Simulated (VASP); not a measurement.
# HfGe (P4/mmm) in VASP: notebook, part 2 of 2

VASP 6.6.1.

## Step 3: Relaxation of cell and atoms, PBE

File INCAR:

```
PREC = Accurate ; ENCUT = 900
EDIFF = 1E-6 ; ISMEAR = -1
SIGMA = 0.05 ; LREAL = False
LASPH = True ; NELM = 60
ALGO = Fast ; ISIF = 3
LWAVE = False ; LCHARG = False
GGA = PE ; IBRION = 2
NSW = 40 ; EDIFFG = -0.005
```

File KPOINTS:

```
regular mesh
0
Gamma
  8 8 7
```

File POSCAR:

```
HfGe
1.0
    3.2196660000      0.0000000000      0.0000000000
    0.0000000000      3.2196660000      0.0000000000
    0.0000000000      0.0000000000      4.1084277000
Hf Ge
1 1
Direct
    0.5000000000      0.5000000000      0.0000000000
    0.0000000000      0.0000000000      0.0000000000
```

Potentials or basis: VASP PAW PBE potentials, release 64 (Hf, Ge).

On the command line:

```bash
$ cat potpaw_PBE.64/Hf/POTCAR potpaw_PBE.64/Ge/POTCAR > POTCAR
$ mpirun -np 1 vasp_std > vasp.out
```

It took 3.8 min on 1 thread of Intel Xeon 6975P-C (Granite Rapids), shared host; peak memory 0.27 GiB.

It converged, with:

```
Free energy                            : -14.3670 eV
Relaxed volume                         : 22.29 Å³/atom
Relaxed cell                           : a = 3.818 Å, b = 3.818 Å, c = 3.058 Å, α = 90.00°, β = 90.00°, γ = 90.00°
Space group after relaxing (to 0.05 Å) : P4/mmm (No. 123)
Energy gained by relaxing              : 1996.1 meV/atom
Ionic steps                            : 20
Pressure after relaxing                : 0.0 GPa
Band gap on the k mesh                 : none (metal or under the smearing width)
```

Step by step:
```
step  energy change (eV)  largest force (eV/Å)  pressure (GPa)  volume (Å³)
   1              0.0000                0.0000           61.83        42.59
   2              1.1810                0.0000          -10.95       107.87
   3             -0.5634                0.0000          -13.75        88.62
   4             -1.9978                0.0000          -14.14        74.93
   5             -3.2191                0.0000           -2.36        57.65
   6             -3.2190                0.0000           -1.80        57.33
   7             -3.3359                0.0000           -1.87        54.90
   8             -3.8349                0.0000           -0.56        47.52
   9             -1.1531                0.0000           47.97        32.30
  10             -3.9325                0.0000            0.60        45.69
  11             -3.9702                0.0000            3.93        42.69
  12             -3.9797                0.0000            2.55        43.71
  13             -3.8855                0.0000           -4.24        45.88
  14             -3.9914                0.0000            0.52        44.24
  15             -3.9914                0.0000            0.55        44.23
  16             -3.9918                0.0000           -0.27        44.79
  17             -3.9921                0.0000            0.05        44.55
  18             -3.9921                0.0000            0.06        44.56
  19             -3.9921                0.0000           -0.11        44.61
  20             -3.9921                0.0000           -0.01        44.57
```

Final structure:
```
CELL_PARAMETERS angstrom
3.81785 0.00000 0.00000
0.00000 3.81785 0.00000
0.00000 0.00000 3.05808
ATOMIC_POSITIONS crystal
Hf 0.50000 0.50000 0.00000
Ge 0.00000 0.00000 0.00000
```

Levels at points of the mesh, in eV from the Fermi level:
```
           k point  band 2  band 3  band 4  band 5  band 6  band 7
(0.00, 0.00, 0.00)   -1.80   -1.06    0.62    0.62    1.82    4.27
(0.50, 0.00, 0.00)   -5.44   -2.02   -1.22    2.54    3.03    4.38
(0.50, 0.50, 0.00)   -2.62   -2.62   -2.00    2.60    3.53    3.53
```

## Step 4: Relaxation of cell and atoms, PBE

INCAR is that of step 3.

KPOINTS is that of step 3.

POSCAR is that of step 3.

Potentials or basis: VASP PAW PBE potentials, release 64 (Hf_pv, Ge_d).

On the command line:

```bash
$ cat potpaw_PBE.64/Hf_pv/POTCAR potpaw_PBE.64/Ge_d/POTCAR > POTCAR
$ mpirun -np 1 vasp_std > vasp.out
```

It took 19 min on 1 thread of Intel Xeon 6975P-C (Granite Rapids), shared host; peak memory 0.3 GiB.

It converged, with:

```yaml
Free_energy: -14.3580 eV
Relaxed_volume: 22.36 Å³/atom
Relaxed_cell: a = 3.819 Å, b = 3.819 Å, c = 3.066 Å, α = 90.00°, β = 90.00°, γ = 90.00°
Space_group_after_relaxing_to_0.05_Å: P4/mmm (No. 123)
Energy_gained_by_relaxing: 1977.0 meV/atom
Ionic_steps: 31
Pressure_after_relaxing: 0.0 GPa
Band_gap_on_the_k_mesh: none (metal or under the smearing width)
```

The path:
```csv
step,energy change (eV),largest force (eV/Å),pressure (GPa),volume (Å³)
1,0.0000,0.0000,61.34,42.59
2,4.2975,0.0000,-1.84,107.25
3,0.5075,0.0000,-12.37,97.37
4,-1.2853,0.0000,-14.22,81.02
5,-3.0913,0.0000,-5.96,60.30
6,-3.1693,0.0000,1.13,55.85
7,-3.1992,0.0000,-2.39,57.78
8,-3.1993,0.0000,-1.90,57.46
9,-3.3131,0.0000,-1.94,55.05
10,-3.7993,0.0000,-0.62,47.72
11,-0.8647,0.0000,54.00,32.61
12,-3.8809,0.0000,0.11,46.22
13,-3.9185,0.0000,4.15,42.39
14,-3.9425,0.0000,2.29,43.98
15,-3.9432,0.0000,2.70,43.71
16,-3.8419,0.0000,-3.77,45.77
17,-3.9519,0.0000,1.10,44.15
18,-3.9519,0.0000,0.86,44.17
19,-3.9519,0.0000,0.89,44.16
20,-3.9530,0.0000,-0.48,45.11
21,-3.9540,0.0000,0.07,44.71
22,-3.9540,0.0000,-0.17,44.75
23,-3.9540,0.0000,0.15,44.73
24,-3.9540,0.0000,-0.10,44.74
25,-3.9540,0.0000,0.20,44.62
26,-3.9540,0.0000,0.37,44.71
27,-3.9540,0.0000,-0.07,44.73
28,-3.9540,0.0000,0.08,44.72
29,-3.9540,0.0000,-0.05,44.73
30,-3.9540,0.0000,-0.04,44.72
31,-3.9540,0.0000,0.00,44.72
```

Final structure:
```xyz
2
Lattice="3.8194 0.0000 0.0000 0.0000 3.8194 0.0000 0.0000 0.0000 3.0658" Properties=species:S:1:pos:R:3 pbc="T T T"
Hf    1.9097    1.9097    0.0000
Ge    0.0000    0.0000    0.0000
```

Levels at points of the mesh, in eV from the Fermi level:
```csv
k point,band 10,band 11,band 12,band 13,band 14,band 15
"(0.00, 0.00, 0.00)",-1.79,-1.04,0.62,0.62,1.84,4.27
"(0.50, 0.00, 0.00)",-5.43,-2.02,-1.21,2.52,3.04,4.38
"(0.50, 0.50, 0.00)",-2.60,-2.60,-1.98,2.61,3.53,3.53
```

## Step 5: Relaxation of cell and atoms, PBE

INCAR is that of step 4.

KPOINTS is that of step 4.

POSCAR is that of step 4.

Potentials or basis: VASP PAW PBE potentials, release 64 (Hf_pv, Ge_h).

On the command line:

```bash
$ cat potpaw_PBE.64/Hf_pv/POTCAR potpaw_PBE.64/Ge_h/POTCAR > POTCAR
$ mpirun -np 1 vasp_std > vasp.out
```

Run time: 14 min. Hardware: 1 thread of Intel Xeon 6975P-C (Granite Rapids), shared host; peak memory 0.29 GiB.

Results (log left out):

```yaml
Free_energy: -14.3464 eV
Relaxed_volume: 22.36 Å³/atom
Relaxed_cell: a = 3.819 Å, b = 3.819 Å, c = 3.066 Å, α = 90.00°, β = 90.00°, γ = 90.00°
Space_group_after_relaxing_to_0.05_Å: P4/mmm (No. 123)
Energy_gained_by_relaxing: 1984.2 meV/atom
Ionic_steps: 25
Pressure_after_relaxing: 0.0 GPa
Band_gap_on_the_k_mesh: none (metal or under the smearing width)
```

The path:
```csv
step,energy change (eV),largest force (eV/Å),pressure (GPa),volume (Å³)
1,0.0000,0.0000,61.40,42.59
2,2.8478,0.0000,-10.07,107.28
3,-0.6354,0.0000,-13.41,87.75
4,-2.0465,0.0000,-12.91,74.46
5,-3.2067,0.0000,-1.93,57.44
6,-3.2144,0.0000,-2.40,57.76
7,-3.3355,0.0000,-2.40,55.25
8,-3.8438,0.0000,-0.76,47.60
9,0.0055,0.0000,61.10,31.81
10,-3.9075,0.0000,-0.35,46.37
11,-3.9402,0.0000,3.68,42.72
12,-3.9619,0.0000,1.64,44.32
13,-3.9629,0.0000,1.54,44.05
14,-3.9620,0.0000,1.86,43.77
15,-3.9255,0.0000,-1.56,45.23
16,-3.9656,0.0000,1.02,44.07
17,-3.9656,0.0000,0.91,44.10
18,-3.9676,0.0000,-0.73,45.12
19,-3.9684,0.0000,-0.19,44.78
20,-3.9684,0.0000,0.13,44.73
21,-3.9684,0.0000,-0.25,44.76
22,-3.9684,0.0000,-0.04,44.75
23,-3.9684,0.0000,-0.14,44.69
24,-3.9685,0.0000,-0.03,44.72
25,-3.9685,0.0000,0.02,44.71
```

Final structure:
```
Hf Ge
1.0
     3.81889    0.00000    0.00000
     0.00000    3.81889    0.00000
     0.00000    0.00000    3.06573
Hf Ge
1 1
Direct
  0.50000 0.50000 0.00000
  0.00000 0.00000 0.00000
```

Levels at points of the mesh, in eV from the Fermi level:
```
           k point  band 10  band 11  band 12  band 13  band 14  band 15
(0.00, 0.00, 0.00)    -1.79    -1.04     0.62     0.62     1.84     4.26
(0.50, 0.00, 0.00)    -5.43    -2.02    -1.21     2.51     3.04     4.38
(0.50, 0.50, 0.00)    -2.60    -2.60    -1.98     2.62     3.53     3.53
```

Spin-orbit coupling is left out, which matters for the levels of Hf.

## Step 6: Overview

```csv
potentials or basis,gap on the mesh (eV),pressure (GPa),relaxed volume (Å³/atom)
"VASP PAW PBE potentials, release 64 (Hf_pv, Ge_d)",none,0.0,22.36
"VASP PAW PBE potentials, release 64 (Hf, Ge)",none,0.0,22.29
"VASP PAW PBE potentials, release 64 (Hf_pv, Ge_h)",none,0.0,22.36
```

Alike in all rows: task relaxation of cell and atoms; level PBE; no spin polarisation; cell relaxed; k mesh 8 × 8 × 7; cutoff (eV) 900; smearing fermi-dirac 0.05 eV.

Absolute energies hang on the potentials; compare differences alone.
